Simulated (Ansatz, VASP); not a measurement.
## One calculation of TaTi4, two programs

The input INCAR:

```
ALGO = Normal ; EDIFF = 1E-6
ENCUT = 520 ; GGA = PE
ISIF = 2 ; ISMEAR = 0
LASPH = T ; LCHARG = F
LREAL = F ; LWAVE = F
NBANDS = 38 ; NELM = 80
PREC = Accurate ; SIGMA = 0.1
```

Contents of KPOINTS:

```
k-points
0
Gamma
  4 4 4
```

POSCAR

```
TaTi4
1.0
   -2.8335941300      2.8335941300      2.8335941300
    2.8335941300     -2.8335941300      2.8335941300
    2.8335941300      2.8335941300     -2.8335941300
Ti Ta
4 1
Direct
    0.5000000000      0.5000000000      0.5000000000
    0.0000000000      0.0000000000      0.5000000000
    0.0000000000      0.5000000000      0.0000000000
    0.5000000000      0.0000000000      0.0000000000
    0.0000000000      0.0000000000      0.0000000000
```

Input for Ansatz:

```yaml
crystal:
  lattice:
    - [-2.83359413, 2.83359413, 2.83359413]
    - [2.83359413, -2.83359413, 2.83359413]
    - [2.83359413, 2.83359413, -2.83359413]
  atoms:
    - { symbol: Ti, position: [0.5, 0.5, 0.5] }
    - { symbol: Ti, position: [0.0, 0.0, 0.5] }
    - { symbol: Ti, position: [0.0, 0.5, 0.0] }
    - { symbol: Ti, position: [0.5, 0.0, 0.0] }
    - { symbol: Ta, position: [0.0, 0.0, 0.0] }
basis:
  ecutwfc: 420
kpoints:
  mp_grid: { grid: [4, 4, 4] }
hamiltonian:
  xc: pbe
scf:
  occupations: { method: gaussian, width: 0.1 }
  lower_state_search: "off"
output:
  forces: true
  stress: true
  eigenvalues: true
```

Alike in both runs: task single point; functional PBE; k mesh 4 × 4 × 4; occupations gaussian, width 0.1 eV; no spin polarisation.

```csv
,VASP,Ansatz
version,VASP 6.6.1,Ansatz 0.2.0
potentials or method,"VASP PAW PBE potentials, release 64 (Ti_sv, Ta_pv)","scalar-relativistic, plane waves, PAW"
plane-wave cutoff (eV),520,420
valence electrons in the cell,59,61
```

```tsv
	VASP	Ansatz	Ansatz less VASP
gap on the k mesh at the Fermi level (eV)	none	none	-
pressure (GPa)	17.7	17.7	-0.05
```

A gap of «none» marks a metal or a gap that the smearing closes. The two sets of potentials don't hold the same shells in valence.

Caveats: the k mesh is coarse (spacing up to 0.39 Å⁻¹), so the values aren't converged; so large a pressure means that the cell lies far from this level's equilibrium, or that cutoff or potentials fall short (VASP). The runs have no spin-orbit coupling, so splittings on Ta are missing.
